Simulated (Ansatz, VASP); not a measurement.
## Te2Mo in two plane-wave programs

One calculation is typed for both programs; each brings its own data sets and cutoff. How far apart do they land?

Method: plane waves, with VASP 6.6.1 beside it; G0W0 gap at PBE, in Ansatz 0.2.0.

## 1. Set-up

The structure is hexagonal, space group P6_3/mmc (No. 194). The conventional cell has a = 3.518 Å, b = 3.518 Å, c = 13.974 Å, α = 90.00°, β = 90.00°, γ = 120.00°. Nearest to Te lie 3 Mo at 2.72 Å. Mo has 6 Te at 2.72 Å nearest. Farther neighbours and most contacts between anions are not listed.

Structure file:

```xyz
6
Lattice="3.5182 0.0000 0.0000 -1.7591 3.0469 0.0000 0.0000 0.0000 13.9736" Properties=species:S:1:pos:R:3 pbc="T T T"
Te    0.0000    2.0312    8.6776
Te    1.7591    1.0156    1.6908
Te    0.0000    2.0312   12.2828
Te    1.7591    1.0156    5.2960
Mo    0.0000    2.0312    3.4934
Mo    1.7591    1.0156   10.4802
```

## 2. VASP: G0W0 gap, PBE

Quasiparticle shifts depend on high empty states and on the cores, so they are the hardest test of two PAW sets.

Lines of VASP's logs that name or quote its potential files are left out, and so is its time.

Input file INCAR:

```
SYSTEM = Te2Mo
PREC = Accurate
ENCUT = 370
ISMEAR = 0
SIGMA = 0.01
LREAL = .FALSE.
GGA = PE
NBANDS = 448
LASPH = .TRUE.
ALGO = EVGW0
NELMGW = 1
ENCUTGW = 120
NOMEGA = 48
PRECFOCK = Fast
NBANDSGW = 40
LWAVE = .FALSE.
LCHARG = .FALSE.
```

Input file POSCAR:

```
Te2Mo
1.0
    3.5182000000      0.0000000000      0.0000000000
   -1.7591000000      3.0468505756      0.0000000000
    0.0000000000      0.0000000000     13.9736000000
Te Mo
4 2
Direct
    0.3333333333      0.6666666667      0.6210000000
    0.6666666667      0.3333333333      0.1210000000
    0.3333333333      0.6666666667      0.8790000000
    0.6666666667      0.3333333333      0.3790000000
    0.3333333333      0.6666666667      0.2500000000
    0.6666666667      0.3333333333      0.7500000000
```

Input file KPOINTS:

```
Automatic mesh
0
Gamma
6 6 1
0 0 0
```

Potentials, in the order of the species: Te_GW and Mo_sv_GW (PBE family, release 64).

Command:

```bash
$ mpirun -np 8 vasp_std
```

Numbers of over 12 decimals in the logs are rounded to 6 here.

The program printed:

```text
[banner, memory and clock lines left out]
running    8 mpi-ranks, on    1 nodes
 distrk:  each k-point on    8 cores,    1 groups
 distr:  one band on    1 cores,    8 groups

 POSCAR found type information on POSCAR TeMo
 POSCAR found :  2 types and       6 ions
|                                                                             |
|           W    W    AA    RRRRR   N    N  II  N    N   GGGG   !!!           |
|           W    W   A  A   R    R  NN   N  II  NN   N  G    G  !!!           |
|           W    W  A    A  R    R  N N  N  II  N N  N  G       !!!           |
|           W WW W  AAAAAA  RRRRR   N  N N  II  N  N N  G  GGG   !            |
|           WW  WW  A    A  R   R   N   NN  II  N   NN  G    G                |
|           W    W  A    A  R    R  N    N  II  N    N   GGGG   !!!           |
|                                                                             |
|     For optimal performance we recommend to set                             |
|       NCORE = 2 up to number-of-cores-per-socket                            |
|     NCORE specifies how many cores store one orbital (NPAR=cpu/NCORE).      |
|     This setting can greatly improve the performance of VASP for DFT.       |
|     The default, NCORE=1 might be grossly inefficient on modern             |
|     multi-core architectures or massively parallel machines. Do your        |
|     Unfortunately you need to use the default for GW and RPA                |
|     calculations (for HF NCORE is supported but not extensively tested      |
|     yet).                                                                   |
|                                                                             |

|                                                                             |
|           W    W    AA    RRRRR   N    N  II  N    N   GGGG   !!!           |
|           W    W   A  A   R    R  NN   N  II  NN   N  G    G  !!!           |
|           W    W  A    A  R    R  N N  N  II  N N  N  G       !!!           |
|           W WW W  AAAAAA  RRRRR   N  N N  II  N  N N  G  GGG   !            |
|           WW  WW  A    A  R   R   N   NN  II  N   NN  G    G                |
|           W    W  A    A  R    R  N    N  II  N    N   GGGG   !!!           |
|                                                                             |
|     The default for ENCUTGWSOFT is different in this version of VASP.       |
|     please manually set ENCUTGWSOFT =120 in the INCAR file.                 |
|                                                                             |

 LDA part: xc-table for (Slater+PW92), standard interpolation
 found WAVECAR, reading the header
 POSCAR, INCAR and KPOINTS ok, starting setup
 FFT: planning ... GRIDC
 FFT: planning ... GRID_SOFT
 FFT: planning ... GRID
 reading WAVECAR
 the WAVECAR file was read successfully
 initial charge from wavefunction
 available memory per node:     85.99 GB, setting MAXMEM to     88055

 The Fermi energy was updated, please check that it is located mid-gap
 values below the HOMO (VB) or above the LUMO (CB) will cause erroneous energies
 E-fermi :   8.5375

 calculate exact exchange contribution
 the WAVEDER file was read successfully
|                                                                             |
|           W    W    AA    RRRRR   N    N  II  N    N   GGGG   !!!           |
|           W    W   A  A   R    R  NN   N  II  NN   N  G    G  !!!           |
|           W    W  A    A  R    R  N N  N  II  N N  N  G       !!!           |
|           W WW W  AAAAAA  RRRRR   N  N N  II  N  N N  G  GGG   !            |
|           WW  WW  A    A  R   R   N   NN  II  N   NN  G    G                |
|           W    W  A    A  R    R  N    N  II  N    N   GGGG   !!!           |
|                                                                             |
|     Automatic setting of frequency mesh for GW failed. Frequency mesh       |
|     properly not suitable for determining QP energies. Consider             |
|     increasing number of kpoints.                                           |
|                                                                             |

energies w=
    0.000    0.000    0.896    0.000    1.788    0.000    2.673    0.000
    3.548    0.000    4.411    0.000    5.260    0.000    6.094    0.000
    6.913    0.000    7.717    0.000    8.506    0.000    9.283    0.000
   10.048    0.000   10.804    0.000   11.553    0.000   12.298    0.000
   13.040    0.000   13.784    0.000   14.532    0.000   15.288    0.000
   16.055    0.000   16.837    0.000   17.639    0.000   18.466    0.000
   19.322    0.000   20.215    0.000   21.152    0.000   22.141    0.000
   23.192    0.000   24.317    0.000   25.530    0.000   26.848    0.000
   28.294    0.000   29.892    0.000   31.678    0.000   33.695    0.000
   36.000    0.000   38.667    0.000   41.802    0.000   45.546    0.000
   50.108    0.000   55.797    0.000   63.092    0.000   72.788    0.000
   86.290    0.000  106.347    0.000  139.172    0.000  202.379    0.000
 responsefunction array rank=     472
 LDA part: xc-table for (Slater+PW92), standard interpolation

 min. memory requirement per mpi rank    421.8 MB, per node   3374.4 MB

 allocating   6 responsefunctions rank=   472
 shmem allocating  48 responsefunctions rank=   472
 response function shared by NCSHMEM nodes    1
 Doing            6  frequencies on each core in blocks of           48
NQ=   1    0.0000    0.0000    0.0000,
|.........|.........|.........|.........|.........|.........|.........|.........
 performed       1040000 updates of chi_q(r,r)
 total number of BLAS operations       1604.77 Gflops
NQ=   2    0.1667    0.0000    0.0000,
|.........|.........|.........|.........|.........|.........|.........|.........
 performed       2905000 updates of chi_q(r,r)
 total number of BLAS operations       4586.22 Gflops
NQ=   3    0.3333    0.0000    0.0000,
|.........|.........|.........|.........|.........|.........|.........|.........
 performed       4770000 updates of chi_q(r,r)
 total number of BLAS operations       7527.77 Gflops
NQ=   4    0.5000    0.0000    0.0000,
|.........|.........|.........|.........|.........|.........|.........|.........
 performed       6169000 updates of chi_q(r,r)
 total number of BLAS operations       9714.70 Gflops
NQ=   5    0.1667    0.1667    0.0000,
|.........|.........|.........|.........|.........|.........|.........|.........
 performed       8034000 updates of chi_q(r,r)
 total number of BLAS operations      12616.64 Gflops
NQ=   6    0.3333    0.1667    0.0000,
|.........|.........|.........|.........|.........|.........|.........|.........
 performed      10114000 updates of chi_q(r,r)
 total number of BLAS operations      16031.69 Gflops
NQ=   7    0.3333    0.3333    0.0000,
|.........|.........|.........|.........|.........|.........|.........|.........
 performed      11334000 updates of chi_q(r,r)
 total number of BLAS operations      18142.16 Gflops
 resolving degeneracies of screened two electron integrals

 calculate QP shifts <psi_nk| G(iteration)W_0 |psi_nk>: iteration 1
 entering main loop
```

From OUTCAR (step 2):

```text
ion  position               nearest neighbor table
   1  0.333  0.667  0.621-   6 2.72   6 2.72   6 2.72   3 3.61
   2  0.667  0.333  0.121-   5 2.72   5 2.72   5 2.72   4 3.61
   3  0.333  0.667  0.879-   6 2.72   6 2.72   6 2.72   1 3.61
   4  0.667  0.333  0.379-   5 2.72   5 2.72   5 2.72   2 3.61
   5  0.333  0.667  0.250-   2 2.72   4 2.72   2 2.72   4 2.72   2 2.72   4 2.72
   6  0.667  0.333  0.750-   1 2.72   3 2.72   1 2.72   3 2.72   1 2.72   3 2.72

  LATTYP: Found a hexagonal cell.
 ALAT       =     3.5182000000
 C/A-ratio  =     3.9718037633

 Subroutine GETGRP returns: Found 24 space group operations
 (whereof 12 operations were pure point group operations)

The static configuration has the point symmetry D_3d.
 The point group associated with its full space group is D_6h.

 Found      7 irreducible k-points:

   k-points           NKPTS =      7   k-points in BZ     NKDIM =     36   number of bands    NBANDS=    448

   dimension x,y,z NGX =    24 NGY =   24 NGZ =   90
   dimension x,y,z NGXF=    48 NGYF=   48 NGZF=  180

   ENCUT  =  370.0 eV  27.19 Ry    5.21 a.u.   5.52  5.52 21.92*2*pi/ulx,y,z

   NELECT =      52.0000    total number of electrons

  energy-cutoff  :      370.00
  volume of cell :      149.79
      direct lattice vectors                 reciprocal lattice vectors
     3.518200000  0.000000000  0.000000000     0.284236257  0.164103880  0.000000000
    -1.759100000  3.046850576  0.000000000     0.000000000  0.328207759  0.000000000
     0.000000000  0.000000000 13.973600000     0.000000000  0.000000000  0.071563520

 k-points in reciprocal lattice and weights: Automatic mesh
   0.00000000  0.00000000  0.00000000       0.028
   0.16666667  0.00000000  0.00000000       0.167
   0.33333333  0.00000000  0.00000000       0.167
   0.50000000  0.00000000  0.00000000       0.083
   0.16666667  0.16666667  0.00000000       0.167
   0.33333333  0.16666667  0.00000000       0.333
   0.33333333  0.33333333  0.00000000       0.056

 E-fermi :   8.5375

 QP shifts <psi_nk| G(iteration)W_0 |psi_nk>: iteration 1
 for sc-GW calculations column KS-energies equals QP-energies in previous step
 and V_xc(KS)=  KS-energies - (<T + V_ion + V_H > + <T+V_H+V_ion>^1  + <V_x>^1)
 k-point   1 :       0.0000    0.0000    0.0000
  band No.  KS-energies  QP-energies   sigma(KS)   V_xc(KS)     V^pw_x(r,r')   Z            occupation Imag(sigma)
    ...
     23       7.1036       7.1273     -15.7177     -15.7494     -16.6593       0.7452       2.0000       0.2192
     24       7.1036       7.1273     -15.7177     -15.7494     -16.6593       0.7452       2.0000       0.2192
     25       7.8056       7.3512     -11.8239     -11.2391     -12.8467       0.7771       2.0000       0.2023
     26       8.1273       8.1659     -15.2753     -15.3273     -15.6014       0.7419       2.0000       0.1419
     27      11.0283      11.3055     -12.3893     -12.7504      -8.6068       0.7678       0.0000      -0.3172
     28      11.0283      11.3055     -12.3893     -12.7504      -8.6068       0.7678       0.0000      -0.3172
     29      11.1605      11.4289     -12.2915     -12.6405      -8.4355       0.7691       0.0000      -0.3282
     30      11.1605      11.4289     -12.2915     -12.6405      -8.4355       0.7691       0.0000      -0.3282
    ...

 k-point   2 :       0.1667    0.0000    0.0000
  band No.  KS-energies  QP-energies   sigma(KS)   V_xc(KS)     V^pw_x(r,r')   Z            occupation Imag(sigma)
    ...
     23       6.8946       6.6040     -13.1042     -12.7240     -14.2608       0.7643       2.0000       0.2326
     24       7.1298       7.1187     -14.9024     -14.8875     -15.8012       0.7401       2.0000       0.2305
     25       7.6813       7.6791     -14.9215     -14.9185     -15.5301       0.7433       2.0000       0.1802
     26       7.8507       7.4263     -11.8311     -11.2853     -12.7864       0.7778       2.0000       0.1921
     27       9.9289      10.2588     -13.1199     -13.5555      -9.3428       0.7574       0.0000      -0.3035
     28      10.1940      10.6120     -13.5127     -14.0614      -9.7733       0.7617       0.0000      -0.2819
     29      10.2218      10.5630     -13.5339     -13.9865      -9.6193       0.7539       0.0000      -0.3340
     30      10.4596      10.8572     -13.6127     -14.1360      -9.8161       0.7598       0.0000      -0.2945
    ...

 k-point   3 :       0.3333    0.0000    0.0000
  band No.  KS-energies  QP-energies   sigma(KS)   V_xc(KS)     V^pw_x(r,r')   Z            occupation Imag(sigma)
    ...
     23       6.8308       6.7560     -14.2655     -14.1651     -15.2950       0.7453       2.0000       0.2547
     24       7.0527       6.9914     -14.4464     -14.3641     -15.3858       0.7441       2.0000       0.2344
     25       7.2200       7.0189     -13.6582     -13.3919     -14.7168       0.7554       2.0000       0.2278
     26       7.3648       7.2138     -14.0873     -13.8867     -15.0592       0.7531       2.0000       0.2172
     27       9.2409       9.6753     -14.6342     -15.2220     -10.8562       0.7391       0.0000      -0.2843
     28       9.6185      10.0172     -14.5925     -15.1286     -10.9645       0.7436       0.0000      -0.2834
     29       9.8397      10.2783     -14.8685     -15.4608     -10.8511       0.7406       0.0000      -0.3318
     30       9.8520      10.2357     -14.4468     -14.9607     -10.7435       0.7466       0.0000      -0.2988
    ...

 k-point   4 :       0.5000    0.0000    0.0000
  band No.  KS-energies  QP-energies   sigma(KS)   V_xc(KS)     V^pw_x(r,r')   Z            occupation Imag(sigma)
    ...
     23       7.1099       6.8414     -12.7954     -12.4430     -13.7132       0.7619       2.0000       0.2139
     24       7.1655       7.0337     -13.8656     -13.6902     -14.7328       0.7514       2.0000       0.2160
     25       7.5209       7.1724     -12.2360     -11.7850     -13.1670       0.7728       2.0000       0.1967
     26       7.8088       7.5060     -12.6868     -12.2943     -13.5362       0.7714       2.0000       0.1847
     27       9.3881       9.9601     -16.5703     -17.3582     -12.7875       0.7260       0.0000      -0.2929
     28       9.4468      10.0014     -16.3298     -17.0919     -12.4925       0.7278       0.0000      -0.3001
     29       9.5809      10.1074     -15.6940     -16.4140     -11.5565       0.7312       0.0000      -0.3383
     30       9.9126      10.4610     -16.2191     -16.9720     -11.8764       0.7284       0.0000      -0.3755
    ...

[... 3 further parts left out ...]
```

This run has no spin polarisation, although Mo can carry a moment.

(Continued in part 2 of 2.)

[Lines on the potential files, build, host, timing and source positions are cut from VASP's logs without a mark.]

[Logs are printed without paths, hosts, clocks, repeated set-up lines and the standing remarks that a program may print on its own settings, such as how far it seeks lower states.]

[Hosts, paths, dates, database ids (printed as entryN), source tags and the programs' standing remarks are cut or masked in the printed files.]
